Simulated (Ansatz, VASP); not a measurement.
# Zn11Si15O41 (glassy 58SiO2-42ZnO (mol %)): VASP beside Ansatz

One calculation is typed for both programs; each brings its own data sets. How far apart do they land? The structure shown is the start of the Ansatz relaxation below; VASP solves that cell, so the two are compared at the walk's first step.

Main program and level: Ansatz 0.2.0; plane waves, with VASP 6.6.1 beside it; single point at PBE.

### Step 1. Set-up

The cell holds 67 atoms: 15 Si, 11 Zn and 41 O. Cell: a = 9.780 Å, b = 9.780 Å, c = 9.780 Å, α = 90.0°, β = 90.0°, γ = 90.0°. As first built, before any earlier steps moved the atoms (in the runner's words): 67 atoms (15 Si, 11 Zn, 41 O) placed at random at 3.12 g/cm^3, melted at 4000 K for 10 ps at fixed volume with the Morse and Coulomb pair potential with partial charges (Pedone, Malavasi, Menziani, Cormack and Segre, J. Phys. Chem. B 110, 11780 (2006)). Quenched from 4000 K to 300 K at 500 K/ps and fixed volume, held 10 ps at zero pressure.

### Step 2. Ansatz: relaxation, PBE

Ansatz runs on its PAW soft_1 files.

The two programs are compared at the cell with which this relaxation starts, whose forces are those of its first step.

Contents of input.yaml:

```yaml
crystal:
  lattice:
    - [9.78013, 0.0, 0.0]
    - [0.0, 9.78013, 0.0]
    - [0.0, 0.0, 9.78013]
  atoms:
    - { symbol: Si, position: [0.18596, 0.67517, 0.0858] }
    - { symbol: Si, position: [0.12796, 0.95309, 0.5692] }
    - { symbol: Si, position: [0.063, 0.1654, 0.33331] }
    - { symbol: Si, position: [0.83074, 0.09354, 0.15128] }
    - { symbol: Si, position: [0.48324, 0.26299, 0.90942] }
    - { symbol: Si, position: [0.6722, 0.35615, 0.15254] }
    - { symbol: Si, position: [0.95569, 0.33894, 0.79623] }
    - { symbol: Si, position: [0.43653, 0.29918, 0.36532] }
    - { symbol: Si, position: [0.43915, 0.85031, 0.1344] }
    - { symbol: Si, position: [0.00038, 0.73224, 0.35134] }
    - { symbol: Si, position: [0.50088, 0.55402, 0.81184] }
    - { symbol: Si, position: [0.25522, 0.10137, 0.08523] }
    - { symbol: Si, position: [0.65759, 0.81219, 0.91784] }
    - { symbol: Si, position: [0.95463, 0.43369, 0.49637] }
    - { symbol: Si, position: [0.63726, 0.47771, 0.55069] }
    - { symbol: Zn, position: [0.01889, 0.07471, 0.85036] }
    - { symbol: Zn, position: [0.25474, 0.79615, 0.79992] }
    - { symbol: Zn, position: [0.7991, 0.57401, 0.00398] }
    - { symbol: Zn, position: [0.67006, 0.69307, 0.3124] }
    - { symbol: Zn, position: [0.12931, 0.42934, 0.26892] }
    - { symbol: Zn, position: [0.70507, 0.81705, 0.58554] }
    - { symbol: Zn, position: [0.23696, 0.37323, 0.95765] }
    - { symbol: Zn, position: [0.98441, 0.87148, 0.99339] }
    - { symbol: Zn, position: [0.70581, 0.07571, 0.7261] }
    - { symbol: Zn, position: [0.44593, 0.07088, 0.60331] }
    - { symbol: Zn, position: [0.57041, 0.0071, 0.34679] }
    - { symbol: O, position: [0.60679, 0.64934, 0.90074] }
    - { symbol: O, position: [0.42121, 0.14183, 0.41163] }
    - { symbol: O, position: [0.12996, 0.73494, 0.94337] }
    - { symbol: O, position: [0.84847, 0.21093, 0.76497] }
    - { symbol: O, position: [0.12073, 0.08907, 0.466] }
    - { symbol: O, position: [0.54774, 0.31582, 0.24406] }
    - { symbol: O, position: [0.41265, 0.41931, 0.87588] }
    - { symbol: O, position: [0.89397, 0.04717, 0.01433] }
    - { symbol: O, position: [0.68616, 0.0476, 0.19376] }
    - { symbol: O, position: [0.38934, 0.65727, 0.77341] }
    - { symbol: O, position: [0.52938, 0.81712, 0.26158] }
    - { symbol: O, position: [0.27766, 0.94061, 0.64057] }
    - { symbol: O, position: [0.64235, 0.63988, 0.50815] }
    - { symbol: O, position: [0.52067, 0.38857, 0.48247] }
    - { symbol: O, position: [0.34786, 0.98153, 0.15348] }
    - { symbol: O, position: [0.0122, 0.30809, 0.38719] }
    - { symbol: O, position: [0.78534, 0.4261, 0.50502] }
    - { symbol: O, position: [0.01226, 0.57045, 0.41534] }
    - { symbol: O, position: [0.61163, 0.30747, 0.00062] }
    - { symbol: O, position: [0.29308, 0.37596, 0.34632] }
    - { symbol: O, position: [0.84812, 0.76984, 0.33988] }
    - { symbol: O, position: [0.70279, 0.515, 0.17184] }
    - { symbol: O, position: [0.09, 0.82438, 0.45847] }
    - { symbol: O, position: [0.6037, 0.47604, 0.7071] }
    - { symbol: O, position: [0.94223, 0.07286, 0.26679] }
    - { symbol: O, position: [0.50959, 0.17821, 0.77992] }
    - { symbol: O, position: [0.70052, 0.87236, 0.77459] }
    - { symbol: O, position: [0.00492, 0.40539, 0.64073] }
    - { symbol: O, position: [0.80951, 0.27265, 0.15771] }
    - { symbol: O, position: [0.17304, 0.50448, 0.09066] }
    - { symbol: O, position: [0.89392, 0.45565, 0.88699] }
    - { symbol: O, position: [0.1718, 0.01651, 0.96895] }
    - { symbol: O, position: [0.33291, 0.7233, 0.09625] }
    - { symbol: O, position: [0.16109, 0.16986, 0.1961] }
    - { symbol: O, position: [0.62724, 0.00234, 0.54694] }
    - { symbol: O, position: [0.02771, 0.95819, 0.68955] }
    - { symbol: O, position: [0.79984, 0.78089, 0.99955] }
    - { symbol: O, position: [0.533, 0.87503, 0.99742] }
    - { symbol: O, position: [0.08588, 0.2748, 0.86311] }
    - { symbol: O, position: [0.076, 0.73027, 0.20726] }
    - { symbol: O, position: [0.3529, 0.21061, 0.01279] }
kpoints:
  mp_grid: { grid: [1, 1, 1] }
hamiltonian:
  xc: pbe
  pseudopotentials: { kind: paw, azcp: { folder: soft_1 } }
scf:
  occupations: { method: fermi_dirac, width: 0.05 }
output:
  forces: true
relax:
  f_tol: 0.05
  max_steps: 150
  cell: {}
```

Command:

```sh
$ ansatz run input.yaml --threads 4 --pin off --max-ram 8192MiB --backend cpu --events-out ev --progress --plain --runs-dir out
```

Numbers of over 12 decimals in the logs are rounded to 6 here.

Output:

```text
Engine: ansatz 0.2.0, aarch64-unknown-linux-gnu
Pseudopotentials: kind: paw
Pseudopotential: Si, paw, valence charge 4, recommended cutoff 420 eV (normal), soft_1/Si.paw.azcp
Pseudopotential: Zn, paw, valence charge 12, recommended cutoff 420 eV (normal), soft_1/Zn.paw.azcp
Pseudopotential: O, paw, valence charge 6, recommended cutoff 420 eV (normal), soft_1/O.paw.azcp
Functional definition: PBE
  parameter kappa = 0.804
  parameter beta = 0.066725
  exchange = pbe_x(kappa = kappa, mu = beta*pi^2/3)
  correlation = pbe_c(beta = beta)
Crystal: 67 atoms, lattice volume = 935.479 Å³
Basis set: ecut = 420 eV, 18325 PW (Γ), exchange–correlation on 144×144×144 points (8 copies of the dense FFT grid, shifted against one another)
Bands: 286, of which v1, the nominal top of the filled ones, is band 219 counted from 1 (218 counted from 0)
Symmetry: 1 space group operations
Space group: P1 (ITA 1), of the structure as read, at distance tolerance 9.8e-5 Å
k-points: 1
Non-local potential: Si, projectors of the file, l = 0: 2, l = 1: 2, l = 2: 1
Non-local potential: Zn, projectors of the file, l = 0: 2, l = 1: 2, l = 2: 3, l = 3: 1
Non-local potential: O, projectors of the file, l = 0: 2, l = 1: 2, l = 2: 1
PAW form: soft (Blöchl's): semilocal exchange-correlation on the pseudo side does not see the compensation charge
PAW one-centre angular grid: Si, 110 points (default); XC on 64 Gauss nodes
PAW one-centre angular grid: Zn, 590 points (default); XC on 64 Gauss nodes
PAW one-centre angular grid: O, 110 points (default); XC on 64 Gauss nodes
Initial density: superposition of atomic densities (chi_scale 0.1, normalization cell, long waves 14 % of neutral atoms (reshape's long-wave potential 1.14 eV rms, cloud 1.88 Å wide))
Initial wavefunctions: pseudopotential atomic-orbital guess
Functional: x = pbe(κ = 0.804, μ = 0.219515), c = pbe(β = 0.066725)
SCF iter   1: F=—  HF=-69389.003223 eV  |F-HF|=—  |Δ(HF+E_count)|=         —  Δρ=1.21e-1  dr2=1.13e2  ethr=3.10e-3  ⟨swp⟩=6.0  Hψ=1327  notcnv=0  defer=25
preconditioner: auto → Resta (q_TF=auto, 2.404 Å⁻¹)  ε∞=3.4  [insulator: Δε(μ)=1.977 eV  Ē_g=16.254 eV  σ=0.050 eV  W_gap=1.00  n_scr=250 (ndim 8)  ℏωp=25.4 eV  f_vac=0.115  D(μ)=0.00/eV (n_scr^D=0)  ε∞_Penn≈3.4]
SCF iter   2: F=—  HF=-69356.816802 eV  |F-HF|=—  |Δ(HF+E_count)|=    3.22e1  Δρ=3.65e-2  dr2=1.09e1  ethr=3.10e-3  ⟨swp⟩=3.0  Hψ=558  notcnv=0  defer=62
SCF iter   3: F=—  HF=-69353.502863 eV  |F-HF|=—  |Δ(HF+E_count)|=    3.31e0  Δρ=1.90e-2  dr2=3.69e0  ethr=2.48e-3  ⟨swp⟩=2.0  Hψ=504  notcnv=0  defer=62
SCF iter   4: F=—  HF=-69353.141307 eV  |F-HF|=—  |Δ(HF+E_count)|=   3.62e-1  Δρ=1.03e-2  dr2=6.17e-1  ethr=8.42e-4  ⟨swp⟩=4.0  Hψ=399  notcnv=0  defer=62
SCF iter   5: F=—  HF=-69353.141216 eV  |F-HF|=—  |Δ(HF+E_count)|=   9.08e-5  Δρ=3.22e-3  dr2=8.65e-2  ethr=1.41e-4  ⟨swp⟩=4.0  Hψ=500  notcnv=0  defer=61
SCF iter   6: F=—  HF=-69353.152262 eV  |F-HF|=—  |Δ(HF+E_count)|=   1.10e-2  Δρ=1.30e-3  dr2=1.64e-2  ethr=1.97e-5  ⟨swp⟩=2.0  Hψ=415  notcnv=0  defer=61
SCF iter   7: F=—  HF=-69353.153878 eV  |F-HF|=—  |Δ(HF+E_count)|=   1.62e-3  Δρ=6.80e-4  dr2=3.84e-3  ethr=3.75e-6  ⟨swp⟩=2.0  Hψ=443  notcnv=0  defer=61
SCF iter   8: F=—  HF=-69353.155958 eV  |F-HF|=—  |Δ(HF+E_count)|=   2.08e-3  Δρ=3.43e-4  dr2=9.03e-4  ethr=8.76e-7  ⟨swp⟩=2.0  Hψ=409  notcnv=0  defer=61
SCF iter   9: F=—  HF=-69353.155932 eV  |F-HF|=—  |Δ(HF+E_count)|=   2.64e-5  Δρ=1.77e-4  dr2=2.26e-4  ethr=2.06e-7  ⟨swp⟩=2.0  Hψ=429  notcnv=0  defer=61
SCF iter  10: F=—  HF=-69353.155908 eV  |F-HF|=—  |Δ(HF+E_count)|=   2.32e-5  Δρ=5.12e-5  dr2=1.88e-5  ethr=5.15e-8  ⟨swp⟩=2.0  Hψ=406  notcnv=0  defer=61
SCF iter  11: F=—  HF=-69353.156836 eV  |F-HF|=—  |Δ(HF+E_count)|=   9.27e-4  Δρ=4.08e-5  dr2=1.14e-5  ethr=4.30e-9  ⟨swp⟩=2.0  Hψ=491  notcnv=0  defer=61
SCF iter  12: F=—  HF=-69353.156834 eV  |F-HF|=—  |Δ(HF+E_count)|=   1.69e-6  Δρ=7.11e-6  dr2=4.74e-7  ethr=2.59e-9  ⟨swp⟩=2.0  Hψ=424  notcnv=0  defer=61
SCF iter  13: F=—  HF=-69353.156834 eV  |F-HF|=—  |Δ(HF+E_count)|=   2.33e-7  Δρ=5.72e-6  dr2=2.08e-7  ethr=2.28e-11  ⟨swp⟩=5.0  Hψ=1090  notcnv=0
SCF iter  14: F=-69353.156834 eV  HF=-69353.156834 eV  |F-HF|=1.38e-8  |Δ(HF+E_count)|=   2.19e-8  Δρ=2.11e-6  dr2=2.96e-8  ethr=2.28e-11  ⟨swp⟩=4.0  Hψ=918  notcnv=0
SCF 1 converged in 14 iterations: F = -69353.156834 eV  dr2 = 2.96e-8
  greatest PAW one-centre occupation: 0.993 electrons in one spin orbital (limit 2), on the Zn atom at site 22 (counted from 0), in its partial waves of l = 2
relax step   1: F+E_penalty+E_count = -69353.15683411 eV  Δ(F+E_penalty+E_count) = +0.000e0 eV  max|allowed force component| = 4.413e0 eV/Å  Δτ_max = 0.0000 Å  P = +4.617 GPa  Ω = 935.479 Å³  (14 SCF iters, dr2 threshold 1.00e-7 eV, accepted)
Crystal: 67 atoms, lattice volume = 943.320 Å³
[...]
atom  19  Zn    -0.00179550    -0.00643674    -0.00157143
  atom  20  Zn    -0.00092846     0.00076729     0.00239951
  atom  21  Zn     0.00808576     0.00479640     0.00378845
  atom  22  Zn    -0.00873249     0.00324572     0.00202046
  atom  23  Zn     0.00494832    -0.00693908     0.00139557
  atom  24  Zn    -0.00316031     0.00027590     0.00326784
  atom  25  Zn    -0.00161941    -0.00494919     0.00018024
  atom  26  Zn     0.00054483    -0.00187711     0.00365712
  atom  27  O      0.00179409    -0.00839832     0.00132401
  atom  28  O     -0.00260847     0.01401758    -0.00167425
  atom  29  O      0.00487495    -0.00914731     0.01100557
  atom  30  O      0.00211109    -0.00510535     0.00399158
  atom  31  O     -0.01513098    -0.00073001    -0.00521415
  atom  32  O     -0.00169009     0.01044036     0.00327898
  atom  33  O      0.00705831    -0.00012413    -0.00008909
  atom  34  O      0.00351421     0.00979923     0.00139565
  atom  35  O      0.00522591     0.00414006    -0.00289473
  atom  36  O     -0.00047278    -0.00062385     0.00000239
  atom  37  O     -0.00363939     0.00300815    -0.00777967
  atom  38  O     -0.00378775    -0.00023522    -0.00539040
  atom  39  O     -0.00277420    -0.00886620    -0.00058354
  atom  40  O      0.01357842    -0.00732815    -0.00589539
  atom  41  O     -0.00417734    -0.00030208    -0.00326310
  atom  42  O      0.00743921    -0.00242149     0.00423536
[...]
atom  60  O     -0.00347140    -0.00506699    -0.00082604
  atom  61  O      0.00537426     0.00366530    -0.00175435
  atom  62  O      0.00834079     0.00261951    -0.00678233
  atom  63  O     -0.00811546     0.00235057    -0.00688033
  atom  64  O      0.00218723     0.00374237     0.00439709
  atom  65  O      0.00122642     0.00214437    -0.00292225
  atom  66  O     -0.00387263    -0.00106809     0.00155109
  atom  67  O      0.00707678    -0.00378101    -0.00366768
  max |Σ_I F_I| component: 6.05e-6 eV/Å
--- Stress (GPa, compression-positive) ---
       -0.000854      -0.005002      -0.005597
       -0.005003       0.006759       0.002735
       -0.005594       0.002739       0.012273
  P = ⅓ Tr σ = 0.0061 GPa (0.061 kbar)
--- Relaxed structure (17 steps of the walk, 14 accepted, 2 SCFs on fresh bases) ---
  F+E_penalty+E_count = -69359.62333652 eV   max|allowed force component| = 1.513e-2 eV/Å   (the final SCF, on the basis selected at the relaxed cell)
  cell:  # Å, volume = 935.0701 Å³
    - [9.738097, 0.124368, 0.337120]
    - [0.124368, 9.923880, -0.295773]
    - [0.337120, -0.295773, 9.698132]
  atoms:
    - { symbol: Si, position: [0.170238, 0.689658, 0.092876] }
    - { symbol: Si, position: [0.124250, 0.955486, 0.568984] }
    - { symbol: Si, position: [0.063476, 0.152139, 0.332216] }
    - { symbol: Si, position: [0.831942, 0.095257, 0.155760] }
    - { symbol: Si, position: [0.478697, 0.275499, 0.901777] }
    - { symbol: Si, position: [0.660173, 0.343504, 0.143844] }
    - { symbol: Si, position: [0.957620, 0.350766, 0.771082] }
    - { symbol: Si, position: [0.445654, 0.291460, 0.389892] }
    - { symbol: Si, position: [0.440402, 0.855917, 0.142180] }
    - { symbol: Si, position: [-0.00442747, 0.728876, 0.377119] }
    - { symbol: Si, position: [0.484656, 0.563357, 0.814801] }
    - { symbol: Si, position: [0.273515, 0.094574, 0.073491] }
    - { symbol: Si, position: [0.651304, 0.773793, 0.921981] }
    - { symbol: Si, position: [0.958106, 0.437174, 0.479957] }
    - { symbol: Si, position: [0.634403, 0.496614, 0.540249] }
    - { symbol: Zn, position: [0.046876, 0.087311, 0.856713] }
    - { symbol: Zn, position: [0.268026, 0.835726, 0.816500] }
    - { symbol: Zn, position: [0.781284, 0.546288, -0.00405182] }
    - { symbol: Zn, position: [0.665991, 0.676655, 0.293050] }
    - { symbol: Zn, position: [0.191785, 0.442671, 0.269407] }
    - { symbol: Zn, position: [0.698317, 0.800877, 0.576301] }
    - { symbol: Zn, position: [0.192373, 0.399978, 0.932610] }
    - { symbol: Zn, position: [0.945303, 0.841951, 0.986956] }
    - { symbol: Zn, position: [0.717039, 0.121173, 0.678459] }
    - { symbol: Zn, position: [0.432856, 0.059182, 0.617415] }
    - { symbol: Zn, position: [0.596709, 0.00707628, 0.358687] }
    - { symbol: O, position: [0.580552, 0.620420, 0.939661] }
    - { symbol: O, position: [0.442206, 0.136075, 0.434875] }
    - { symbol: O, position: [0.118263, 0.742376, 0.948510] }
    - { symbol: O, position: [0.845630, 0.239462, 0.738269] }
    - { symbol: O, position: [0.129718, 0.077894, 0.457703] }
    - { symbol: O, position: [0.532533, 0.292644, 0.239001] }
    - { symbol: O, position: [0.402207, 0.422739, 0.862387] }
    - { symbol: O, position: [0.916118, 0.034033, 0.011035] }
    - { symbol: O, position: [0.690448, 0.024132, 0.186345] }
    - { symbol: O, position: [0.376772, 0.673405, 0.774905] }
    - { symbol: O, position: [0.528854, 0.820837, 0.270897] }
    - { symbol: O, position: [0.275846, 0.940772, 0.637857] }
    - { symbol: O, position: [0.599819, 0.643777, 0.486087] }
    - { symbol: O, position: [0.538010, 0.374737, 0.497358] }
    - { symbol: O, position: [0.363658, 1.004274, 0.170197] }
    - { symbol: O, position: [0.016338, 0.310847, 0.374288] }
    - { symbol: O, position: [0.792802, 0.449315, 0.486564] }
    - { symbol: O, position: [0.031494, 0.564101, 0.399619] }
    - { symbol: O, position: [0.612636, 0.318682, -0.016540] }
    - { symbol: O, position: [0.297890, 0.365049, 0.389252] }
    - { symbol: O, position: [0.831976, 0.759624, 0.398063] }
    - { symbol: O, position: [0.693166, 0.503636, 0.174744] }
    - { symbol: O, position: [0.091728, 0.815472, 0.477192] }
    - { symbol: O, position: [0.612919, 0.505999, 0.707945] }
[...]
- { symbol: O, position: [0.159422, 0.171402, 0.187247] }
    - { symbol: O, position: [0.635761, -0.00942575, 0.557638] }
    - { symbol: O, position: [0.00871498, 0.976625, 0.696015] }
    - { symbol: O, position: [0.778829, 0.749135, 1.023385] }
    - { symbol: O, position: [0.525524, 0.872431, 0.991904] }
    - { symbol: O, position: [0.099693, 0.273711, 0.822788] }
    - { symbol: O, position: [0.052710, 0.744724, 0.214529] }
    - { symbol: O, position: [0.351239, 0.226507, 0.00756168] }
```

[end of part 1 of 2]

[Lines on the potential files, build, host, timing and source positions are cut from VASP's logs without a mark.]

[Logs are printed without paths, hosts, clocks, repeated set-up lines and the standing remarks that a program may print on its own settings, such as how far it seeks lower states.]

[Hosts, paths, dates, database ids (printed as entryN), source tags and the programs' standing remarks are cut or masked in the printed files.]
